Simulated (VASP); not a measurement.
All values below come from r2SCAN meta-GGA, VASP's PBE PAW potentials (set 64) (plane waves; VASP 6.6.1).

Input for VASP

### POSCAR
```
InSb
1
   -0.0000000000     3.2792290237     3.2792290237
    3.2792290237    -0.0000000000     3.2792290237
    3.2792290237     3.2792290237    -0.0000000000
In Sb
1 1
Direct
  0.0000000000   0.0000000000   0.0000000000
  0.7500000000   0.7500000000   0.7500000000
```

INCAR:
```
! general
SYSTEM  = InSb
PREC    = Accurate
ENCUT   = 480   ! plane-wave cut-off (eV)
LREAL   = .False.   ! projection in real space or not
LASPH   = .True.   ! aspherical one-centre terms

! electronic loop
EDIFF   = 1E-6
NELM    = 100   ! most electronic steps
ALGO    = Normal
LMAXMIX = 4
LMIXTAU = .True.

! smearing
ISMEAR  = 1
SIGMA   = 0.1

! functional
METAGGA = R2SCAN

! ions
IBRION  = 2
NSW     = 60   ! most ionic steps
ISIF    = 3
EDIFFG  = -0.01

! output
LWAVE   = .False.
LCHARG  = .False.
```

KPOINTS:
```
Automatic mesh
0
Gamma
9 9 9
0 0 0
```

POTCAR, in this order: In_d Sb (PBE.64 set). Program: vasp_std.

Q: What will the output report for the number of irreducible k-points (NKPTS), largest plane-wave count, number of space-group operations, FFT grid (NGX, NGY, NGZ)?

A: 
```yaml
number of irreducible k-points (NKPTS): 35
largest_plane_wave_count: 1705
number_of_space_group_operations: 24
FFT grid (NGX, NGY, NGZ): 36 × 36 × 36
```

The compound is InSb in the zinc blende structure. It was relaxed first. The start is the result of an earlier pass.
